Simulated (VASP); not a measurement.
Crystal: Ge.

```
Ge
1.0
     0.00000    2.82891    2.82891
     2.82891    0.00000    2.82891
     2.82891    2.82891    0.00000
Ge
2
Direct
  0.00000 0.00000 0.00000
  0.25000 0.25000 0.25000
```

```yaml
Program: VASP 6.6.1
Task: relaxation of cell and atoms
Functional: PBE
Potentials_or_basis: VASP PAW PBE potentials, release 64 (Ge_d)
Cutoff: 600 eV
k_mesh: 8 × 8 × 8
Occupations: gaussian, width 0.02 eV
Spin: no spin polarisation
```

At the start: pressure 3.5 GPa; volume 22.64 Å³/atom.

Task: How do energy, volume and symmetry change on relaxing?

Result: Over 3 steps the energy falls by 13.5 meV/atom and the volume is 23.90 Å³/atom (+5.6 %); space group Fd-3m (No. 227, to 0.05 Å).

The path:
```
step  energy change (eV)  largest force (eV/Å)  pressure (GPa)  volume (Å³)
   1              0.0000                0.0000            3.55        45.28
   2             -0.0243                0.0000           -1.02        48.64
   3             -0.0270                0.0000           -0.01        47.80
```

Final structure:
```xyz
2
Lattice="0.0000 2.8805 2.8805 2.8805 0.0000 2.8805 2.8805 2.8805 0.0000" Properties=species:S:1:pos:R:3 pbc="T T T"
Ge    0.0000    0.0000    0.0000
Ge    1.4403    1.4403    1.4403
```
